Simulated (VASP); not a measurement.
Computed with PBE GGA, VASP's PBE PAW potentials (set 64) (plane waves; VASP 6.6.1).

VASP ran on this input.

KPOINTS:
```
Automatic mesh
0
Gamma
12 12 12
0 0 0
```

### INCAR
```
# general
SYSTEM =Ru3C
PREC   =Accurate
ENCUT  =520   # plane-wave cut-off (eV)
LREAL  =.FALSE.
LASPH  =.TRUE.

# electronic loop
EDIFF  =1E-6
NELM   =100
ALGO   =Normal
LMAXMIX=4

# smearing
ISMEAR =0
SIGMA  =0.05   # width (eV)

# functional
GGA    =PE

# ions
ISIF   =2   # forces and stress, cell fixed

# output
LWAVE  =.FALSE.
LCHARG =.FALSE.
```

File POSCAR:
```
Ru3C
1
    0.0000000000     3.1497990000     3.1497990000
    3.1497990000     0.0000000000     3.1497990000
    3.1497990000     3.1497990000     0.0000000000
C Ru
1 3
Direct
  0.0000000000   0.0000000000   0.0000000000
  0.5000000000   0.5000000000   0.5000000000
  0.2500000000   0.2500000000   0.2500000000
  0.7500000000   0.7500000000   0.7500000000
```

POTCAR, in this order: C Ru_pv (PBE.64 set). Program: vasp_std.

What VASP printed:

OUTCAR:
```
 ion  position               nearest neighbor table
   1  0.000  0.000  0.000-
   2  0.500  0.500  0.500-   3 2.73   3 2.73   3 2.73   3 2.73   4 2.73   4 2.73   4 2.73   4 2.73
  LATTYP: Found a face centered cubic cell.
 ALAT       =     6.2995980000
 Subroutine PRICEL returns:
 Original cell was already a primitive cell.
 Subroutine GETGRP returns: Found 48 space group operations
The static configuration has the point symmetry O_h .
The dynamic configuration has the point symmetry O_h .
 Subroutine INISYM returns: Found 48 space group operations
 Subroutine IBZKPT returns following result:
 Found     72 irreducible k-points:

 Following reciprocal coordinates:
            Coordinates               Weight
  0.000000  0.000000  0.000000      1.000000
  0.083333  0.000000  0.000000      8.000000
  0.166667  0.000000  0.000000      8.000000
  0.250000  0.000000  0.000000      8.000000
  0.333333  0.000000  0.000000      8.000000
  0.416667  0.000000  0.000000      8.000000
  0.500000  0.000000  0.000000      4.000000
  0.083333  0.083333  0.000000      6.000000
  0.166667  0.083333  0.000000     24.000000
  0.250000  0.083333  0.000000     24.000000
  0.333333  0.083333  0.000000     24.000000
  0.416667  0.083333  0.000000     24.000000
  0.500000  0.083333  0.000000     24.000000
 -0.416667  0.083333  0.000000     24.000000
 -0.333333  0.083333  0.000000     24.000000
 -0.250000  0.083333  0.000000     24.000000
 -0.166667  0.083333  0.000000     24.000000
 -0.083333  0.083333  0.000000     12.000000
  0.166667  0.166667  0.000000      6.000000
  0.250000  0.166667  0.000000     24.000000
  0.333333  0.166667  0.000000     24.000000
  0.416667  0.166667  0.000000     24.000000
  0.500000  0.166667  0.000000     24.000000
 -0.416667  0.166667  0.000000     24.000000
 -0.333333  0.166667  0.000000     24.000000
 -0.250000  0.166667  0.000000     24.000000
 -0.166667  0.166667  0.000000     12.000000
  0.250000  0.250000  0.000000      6.000000
  0.333333  0.250000  0.000000     24.000000
  0.416667  0.250000  0.000000     24.000000
  0.500000  0.250000  0.000000     24.000000
 -0.416667  0.250000  0.000000     24.000000
 -0.333333  0.250000  0.000000     24.000000
 -0.250000  0.250000  0.000000     12.000000
  0.333333  0.333333  0.000000      6.000000
  0.416667  0.333333  0.000000     24.000000
  0.500000  0.333333  0.000000     24.000000
 -0.416667  0.333333  0.000000     24.000000
 -0.333333  0.333333  0.000000     12.000000
  0.416667  0.416667  0.000000      6.000000
   k-points           NKPTS =     72   k-points in BZ     NKDIM =     72   number of bands    NBANDS=     27
   number of dos      NEDOS =    301   number of ions     NIONS =      4
   total plane-waves  NPLWV =  46656
   dimension x,y,z NGX =    36 NGY =   36 NGZ =   36
   dimension x,y,z NGXF=    72 NGYF=   72 NGZF=   72
   ions per type =               1   3
   PREC   = accura    normal or accurate (medium, high low for compatibility)
   ISTART =      0    job   : 0-new  1-cont  2-samecut
   ICHARG =      2    charge: 1-file 2-atom 10-const
   ISPIN  =      1    spin polarized calculation?
   LNONCOLLINEAR =      F non collinear calculations
   LSORBIT =      F    spin-orbit coupling
   INIWAV =      1    electr: 0-lowe 1-rand  2-diag
   ENCUT  =  520.0 eV  38.22 Ry    6.18 a.u.   8.28  8.28  8.28*2*pi/ulx,y,z
   NELM   =    100;   NELMIN=  2; NELMDL= -5     # of ELM steps
   EDIFF  = 0.1E-05   stopping-criterion for ELM
   LREAL  =      F    real-space projection
   NLSPLINE    = F    spline interpolate recip. space projectors
   LMAXMIX     =    4 max onsite mixed and CHGCAR
...
```

OSZICAR:
```
       N       E                     dE             d eps       ncg     rms          rms(c)
DAV:   1     0.493457548261E+03    0.49346E+03   -0.28318E+04  3888   0.179E+03
DAV:   2    -0.112507955767E+02   -0.50471E+03   -0.49512E+03  4047   0.522E+02
DAV:   3    -0.317428094802E+02   -0.20492E+02   -0.19407E+02  5545   0.901E+01
DAV:   4    -0.323376245056E+02   -0.59482E+00   -0.57782E+00  4831   0.125E+01
DAV:   5    -0.323544624436E+02   -0.16838E-01   -0.16672E-01  5054   0.200E+00    0.144E+01
DAV:   6    -0.324499310971E+02   -0.95469E-01   -0.40345E+01  5593   0.389E+01    0.152E+01
DAV:   7    -0.312788493129E+02    0.11711E+01   -0.26924E+01  5237   0.280E+01    0.108E+01
DAV:   8    -0.299388007648E+02    0.13400E+01   -0.59802E+00  5441   0.148E+01    0.278E+00
DAV:   9    -0.298971304330E+02    0.41670E-01   -0.51835E-01  4898   0.488E+00    0.109E+00
DAV:  10    -0.298911385856E+02    0.59918E-02   -0.48359E-02  5287   0.188E+00    0.568E-01
DAV:  11    -0.298906022661E+02    0.53632E-03   -0.76999E-03  5477   0.724E-01    0.120E-01
DAV:  12    -0.298903950984E+02    0.20717E-03   -0.10220E-03  5629   0.212E-01    0.225E-02
DAV:  13    -0.298903943634E+02    0.73501E-06   -0.22094E-05  4701   0.354E-02    0.101E-02
DAV:  14    -0.298903939688E+02    0.39465E-06   -0.22754E-06  3085   0.152E-02
   1 F= -.29890394E+02 E0= -.29885975E+02  d E =-.883696E-02
```

**OUTCAR**
```
------------------------ aborting loop because EDIFF is reached ----------------------------------------
  FORCE on cell =-STRESS in cart. coord.  units (eV):
  Direction    XX          YY          ZZ          XY          YZ          ZX
  --------------------------------------------------------------------------------------
  Total      -13.9479244    -13.9479244    -13.9479244      0.0000000     -0.0000000     -0.0000000
  in kB     -357.5540063   -357.5540063   -357.5540063      0.0000000     -0.0000000     -0.0000000
  external PRESSURE =    -357.5540063 kB  Pullay stress =       0.0000000 kB
  volume of cell :       62.50
      direct lattice vectors                 reciprocal lattice vectors
     0.000000000  3.149799000  3.149799000    -0.158740288  0.158740288  0.158740288
     3.149799000  0.000000000  3.149799000     0.158740288 -0.158740288  0.158740288
     3.149799000  3.149799000  0.000000000     0.158740288  0.158740288 -0.158740288
 POSITION                                       TOTAL-FORCE (eV/Angst)
 -----------------------------------------------------------------------------------
      0.00000      0.00000      0.00000        -0.000000     -0.000000     -0.000000
      3.14980      3.14980      3.14980        -0.000000     -0.000000     -0.000000
      1.57490      1.57490      1.57490         0.000000      0.000000      0.000000
      4.72470      4.72470      4.72470        -0.000000     -0.000000     -0.000000
 -----------------------------------------------------------------------------------
    total drift:                                0.000000      0.000000      0.000000
  FREE ENERGIE OF THE ION-ELECTRON SYSTEM (eV)
  ---------------------------------------------------
  free  energy   TOTEN  =       -29.8903939688 eV

  energy  without entropy=      -29.8815570122  energy(sigma->0) =      -29.88597549
```
(Selected blocks of OUTCAR.)

The structure was generated: Ru3C was put into the D03 type (Fm-3m), which need not be its known phase. The cell was not relaxed at this level. The run is one of a series of settings (KPOINTS 12×12×12 Γ-centred mesh against the base run), some of them coarse on purpose.
